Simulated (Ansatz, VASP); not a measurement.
## Si3Sn: VASP beside Ansatz

```
CELL_PARAMETERS angstrom
4.20372 0.00000 0.00000
0.00000 4.20372 0.00000
0.00000 0.00000 4.20372
ATOMIC_POSITIONS crystal
Si 0.50000 0.00000 0.00000
Si 0.00000 0.50000 0.00000
Si 0.00000 0.00000 0.50000
Sn 0.50000 0.50000 0.50000
```

Change from the starting cell: species swapped into the TaRu3 type (Pm-3m, No. 221).

Alike in both runs: functional PBE; k mesh 12 × 12 × 12; occupations gaussian, width 0.1 eV; no spin polarisation.

Ansatz relaxed the structure, and its values are those at the end. VASP's run is a single point on that final structure, the one shown.

|  | VASP | Ansatz |
| --- | --- | --- |
| version | VASP 6.6.1 | Ansatz 0.2.0 |
| potentials or method | VASP PAW PBE potentials, release 64 (Si, Sn_d) | scalar-relativistic, plane waves, PAW |
| plane-wave cutoff (eV) | 520 | 420 |
| valence electrons in the cell | 26 | 26 |

```tsv
	VASP	Ansatz	Ansatz less VASP
gap on the k mesh at the Fermi level (eV)	none	none	-
pressure (GPa)	-0.1	0.0	+0.08
```

A gap of «none» marks a metal or a gap that the smearing closes. With one functional, cell and mesh, what is left measures potentials, basis and numerics.
